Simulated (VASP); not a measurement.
Here is the system:

```xyz
2
Lattice="1.3537 -2.3446 0.0000 1.3537 2.3446 0.0000 0.0000 0.0000 4.3859" Properties=species:S:1:pos:R:3 pbc="T T T"
Re     1.3537     0.7815     1.0965
Re     1.3537    -0.7815     3.2894
```

These are PBEsol GGA, VASP's PBE PAW potentials (set 64) (plane waves; VASP) values and carry that method's errors. Settings: 500 eV cut-off, 15×15×8 Γ-centred mesh, first-order Methfessel-Paxton smearing of 0.10 eV, potentials Re.

Task: The ions, cell shape and volume at an external pressure of 30.0 GPa are relaxed. What does this cell relax into?

Result: 
```xyz
2
Lattice="1.3448 -2.3293 0.0000 1.3448 2.3293 0.0000 0.0000 0.0000 4.3574" Properties=species:S:1:pos:R:3 pbc="T T T"
Re     1.3448     0.7764     1.0894
Re     1.3448    -0.7764     3.2681
```
Space group P6_3/mmc (194), at a tolerance of 0.03 Å.

Task: How do energy and volume change from the first to the last step?

Result: The energy (σ→0) changes by +41.9 meV/atom and the volume by -1.9 %, in 4 ionic steps.

The compound is Re in the hcp structure. This run relaxes it under an external pressure of 30 GPa. Symmetry was kept, so distortions that lower it aren't found.
